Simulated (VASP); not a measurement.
All values below come from revTPSS meta-GGA, VASP's PBE PAW potentials (set 64) (plane waves; VASP 6.6.1).

Input for VASP

### INCAR
```
ALGO  =  Normal
EDIFF  =  1E-7
ENCUT  =  520
ISIF  =  2
ISMEAR  =  0
LASPH  =  .TRUE.
LCHARG  =  .FALSE.
LMIXTAU  =  .TRUE.
LREAL  =  .FALSE.
LWAVE  =  .FALSE.
METAGGA  =  RTPSS
NELM  =  100
PREC  =  Accurate
SIGMA  =  0.05
SYSTEM  =  AlN
```

### KPOINTS
```
Automatic mesh
0
Gamma
10 10 10
0 0 0
```

File POSCAR:
```
AlN
1.0
  0.0000000000   2.2132963586   2.2132963586
  2.2132963586   0.0000000000   2.2132963586
  2.2132963586   2.2132963586   0.0000000000
Al N
1 1
Cart
  0.0000000000   0.0000000000   0.0000000000
  1.1066481793   1.1066481793   1.1066481793
```

POTCAR, in this order: Al N (PBE.64 set). Program: vasp_std.

The resulting files:

**OSZICAR**
```
       N       E                     dE             d eps       ncg     rms          rms(c)
DAV:   1     0.315921139229E+02    0.31592E+02   -0.41889E+03   760   0.919E+02
DAV:   2    -0.143319865643E+02   -0.45924E+02   -0.43955E+02  1200   0.227E+02
DAV:   3    -0.157213132669E+02   -0.13893E+01   -0.13893E+01   912   0.453E+01
DAV:   4    -0.157368639879E+02   -0.15551E-01   -0.15551E-01  1320   0.554E+00
DAV:   5    -0.157369002921E+02   -0.36304E-04   -0.36304E-04   952   0.220E-01    0.904E+00
DAV:   6    -0.176136840128E+02   -0.18768E+01   -0.56643E+00   752   0.364E+01    0.400E+00
DAV:   7    -0.167715707050E+02    0.84211E+00   -0.70193E+00   896   0.207E+01    0.275E+00
DAV:   8    -0.178071101530E+02   -0.10355E+01   -0.20686E+00   768   0.141E+01    0.128E+00
DAV:   9    -0.177906941356E+02    0.16416E-01   -0.17780E-01   784   0.373E+00    0.902E-01
DAV:  10    -0.178563574146E+02   -0.65663E-01   -0.12722E-01   752   0.316E+00    0.130E-01
DAV:  11    -0.178638740833E+02   -0.75167E-02   -0.66318E-03   800   0.101E+00    0.249E-01
DAV:  12    -0.178651073245E+02   -0.12332E-02   -0.28824E-04  1056   0.178E-01    0.205E-01
DAV:  13    -0.178659964973E+02   -0.88917E-03   -0.10529E-03   800   0.246E-01    0.218E-02
DAV:  14    -0.178663597477E+02   -0.36325E-03   -0.91525E-05   752   0.114E-01    0.294E-02
DAV:  15    -0.178663351966E+02    0.24551E-04   -0.32244E-05   928   0.466E-02    0.220E-02
DAV:  16    -0.178663523013E+02   -0.17105E-04   -0.66273E-06   752   0.336E-02    0.658E-03
DAV:  17    -0.178663542869E+02   -0.19856E-05   -0.66147E-07   768   0.931E-03    0.481E-03
DAV:  18    -0.178663529760E+02    0.13109E-05   -0.15457E-06   776   0.808E-03    0.155E-03
DAV:  19    -0.178663535543E+02   -0.57838E-06   -0.24070E-07   752   0.625E-03    0.612E-04
DAV:  20    -0.178663536131E+02   -0.58753E-07   -0.32328E-09   400   0.594E-04
   1 F= -.17866354E+02 E0= -.17866354E+02  d E =-.512347E-19
```

**OUTCAR**
```
------------------------ aborting loop because EDIFF is reached ----------------------------------------
  FORCE on cell =-STRESS in cart. coord.  units (eV):
  Direction    XX          YY          ZZ          XY          YZ          ZX
  --------------------------------------------------------------------------------------
  Total       -0.7591833     -0.7591833     -0.7591833     -0.0000000      0.0000000      0.0000000
  in kB      -56.0929834    -56.0929834    -56.0929834     -0.0000000      0.0000000      0.0000000
  external PRESSURE =     -56.0929834 kB  Pullay stress =       0.0000000 kB
  volume of cell :       21.68
      direct lattice vectors                 reciprocal lattice vectors
     0.000000000  2.213296359  2.213296359    -0.225907388  0.225907388  0.225907388
     2.213296359  0.000000000  2.213296359     0.225907388 -0.225907388  0.225907388
     2.213296359  2.213296359  0.000000000     0.225907388  0.225907388 -0.225907388
  FREE ENERGIE OF THE ION-ELECTRON SYSTEM (eV)
  ---------------------------------------------------
  free  energy   TOTEN  =       -17.8663536131 eV

  energy  without entropy=      -17.8663536131  energy(sigma->0) =      -17.86635361
```
(Selected blocks of OUTCAR.)

File OUTCAR:
```
 val. band max:        5.5243303381   @ k =   0.0000   0.0000   0.0000

 cond. band min:       8.7289113142   @ k =   0.5000   0.5000   0.0000


 Fermi energy:         5.8205633259

 k-point     1 :       0.0000    0.0000    0.0000
  band No.  band energies     occupation
      1      -9.7187      2.00000
      2       5.5243      2.00000
      3       5.5243      2.00000
      4       5.5243      2.00000
      5       9.3449      0.00000
      6      18.1341      0.00000
      7      18.1341      0.00000
      8      18.1341      0.00000

 k-point     2 :       0.1000    0.0000    0.0000
  band No.  band energies     occupation
      1      -9.5795      2.00000
      2       4.6824      2.00000
      3       5.4739      2.00000
      4       5.4739      2.00000
      5      10.0499      0.00000
      6      17.7081      0.00000
      7      18.2580      0.00000
      8      18.2580      0.00000

 k-point     3 :       0.2000    0.0000    0.0000
  band No.  band energies     occupation
      1      -9.1846      2.00000
      2       3.0741      2.00000
      3       5.3486      2.00000
      4       5.3486      2.00000
      5      11.2218      0.00000
      6      16.8323      0.00000
      7      18.1578      0.00000
      8      18.1578      0.00000

 k-point     4 :       0.3000    0.0000    0.0000
  band No.  band energies     occupation
      1      -8.6171      2.00000
      2       1.4606      2.00000
      3       5.2046      2.00000
      4       5.2046      2.00000
      5      12.1071      0.00000
      6      15.9912      0.00000
      7      17.4832      0.00000
      8      17.4832      0.00000

 k-point     5 :       0.4000    0.0000    0.0000
  band No.  band energies     occupation
      1      -8.0596      2.00000
      2       0.2246      2.00000
      3       5.0959      2.00000
      4       5.0959      2.00000
      5      12.5774      0.00000
      6      15.3811      0.00000
      7      16.8861      0.00000
...
```

The compound is AlN in the zinc blende structure, a metastable form; wurtzite is the usual one. This cell is one point of a volume scan, at 1.03 of the reference volume.
